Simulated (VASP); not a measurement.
All values below come from LDA (Ceperley-Alder, Perdew-Zunger), VASP's LDA PAW potentials (set 64) (plane waves; VASP).

A VASP calculation is set up with these files.

**KPOINTS**
```
Automatic mesh
0
gamma
 3 5 3
```

**INCAR**
```
# general
SYSTEM   =  YTi
PREC     =  Accurate
ENCUT    =  300
LREAL    =  .FALSE.
LASPH    =  .TRUE.

# electronic loop
EDIFF    =  1E-6
NELM     =  100
ALGO     =  Normal
LMAXMIX  =  4

# smearing
ISMEAR   =  -1
SIGMA    =  0.1

# ions
ISIF     =  2

# output
LWAVE    =  .FALSE.
LCHARG   =  .FALSE.
```

**POSCAR**
```
YTi
1
    5.3900630000     0.0000000000     0.0000000000
    0.0000000000     3.5680580000     0.0000000000
    0.0000000000     0.0000000000     5.5030800000
Ti Y
2 2
Direct
  0.7500000000   0.5000000000   0.3125000000
  0.2500000000   0.5000000000   0.6875000000
  0.7500000000   0.0000000000   0.8125000000
  0.2500000000   0.0000000000   0.1875000000
```

POTCAR, in this order: Ti_sv Y_sv (LDA.64 set). Program: vasp_std.

At this cut-off the stress carries a Pulay error, which pulls relaxed volumes low.

### Question
Predict the energy per atom (σ→0), pressure, largest force, band gap (on the k-mesh).

### Answer

| Property | Value |
|---|---|
| energy per atom (σ→0) | -7.300 eV/atom |
| band gap (on the k-mesh) | none (metal, semimetal or under 0.01 eV) |
| pressure | -9.26 GPa |
| largest force | 0.01992 Ry/bohr |

File OSZICAR:
```
...
DAV:  17    -0.293364865095E+02   -0.54877E-05   -0.53144E-05   541   0.439E-03    0.336E-03
DAV:  18    -0.293364903419E+02   -0.38324E-05   -0.37988E-05   447   0.331E-03    0.754E-04
DAV:  19    -0.293364930940E+02   -0.27521E-05   -0.27238E-05   444   0.161E-03    0.456E-04
DAV:  20    -0.293364951143E+02   -0.20203E-05   -0.20076E-05   447   0.123E-03    0.295E-04
DAV:  21    -0.293364966527E+02   -0.15384E-05   -0.15323E-05   441   0.778E-04    0.305E-04
DAV:  22    -0.293364978944E+02   -0.12417E-05   -0.12378E-05   447   0.707E-04    0.456E-04
DAV:  23    -0.293364988342E+02   -0.93974E-06   -0.93853E-06   447   0.699E-04
   1 F= -.29336499E+02 E0= -.29201834E+02  d E =-.269329E+00
```

The structure was generated: YTi was put into an ordered model structure, which need not be its known phase. The cell was not relaxed at this level. The k-mesh is coarse (spacing up to 0.39 per Å, 2π included), so the numbers may not be converged in it. The run is one of a series of settings (GGA removed, POTCAR Ti_sv Y_sv (LDA.64 set) against the base run), some of them coarse on purpose.
